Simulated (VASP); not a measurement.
Level of theory: PBE GGA, VASP's PBE PAW potentials (set 64) (plane waves; VASP 6.6.1).

VASP ran on this input.

INCAR:
```
SYSTEM=SnTe
PREC=Accurate; ENCUT=400; LREAL=.FALSE.
LASPH=.TRUE.
EDIFF=1E-6; NELM=100; ALGO=Normal
LMAXMIX=4
ISMEAR=0; SIGMA=0.05
GGA=PE
IBRION=2; NSW=60; ISIF=3
EDIFFG=-0.01
LWAVE=.FALSE.; LCHARG=.FALSE.
```

KPOINTS:
```
Automatic mesh
0
Gamma
7 7 7
0 0 0
```

### POSCAR
```
SnTe
1
    0.0000000000     3.1858150000     3.1858150000
    3.1858150000     0.0000000000     3.1858150000
    3.1858150000     3.1858150000     0.0000000000
Sn Te
1 1
Direct
  0.0000000000   0.0000000000   0.0000000000
  0.5000000000   0.5000000000   0.5000000000
```

POTCAR, in this order: Sn_d Te (PBE.64 set). Program: vasp_std.

What does the run give for the energy per atom (σ→0), volume per atom?

```
Item                            Value
---------------------  --------------
energy per atom (σ→0)  -3.784 eV/atom
volume per atom         32.85 Å³/atom
```

OSZICAR:
```
...
   2 F= -.75681255E+01 E0= -.75681255E+01  d E =-.197853E-02
       N       E                     dE             d eps       ncg     rms          rms(c)
DAV:   1    -0.756894675525E+01   -0.82098E-03   -0.17530E-02   680   0.212E+00    0.158E-01
DAV:   2    -0.756832704772E+01    0.61971E-03   -0.10481E-03   680   0.540E-01    0.677E-02
DAV:   3    -0.756817824239E+01    0.14881E-03   -0.46119E-04   686   0.329E-01    0.143E-02
DAV:   4    -0.756817630390E+01    0.19385E-05   -0.11139E-05   590   0.334E-02    0.130E-02
DAV:   5    -0.756817617142E+01    0.13248E-06   -0.18736E-06   416   0.113E-02
   3 F= -.75681762E+01 E0= -.75681762E+01  d E =-.202925E-02
```

The structure comes from a computed database's SnTe entry (Fm-3m); how it stands against other phases isn't given here. This run relaxes it. Symmetry was kept, so distortions that lower it aren't found.
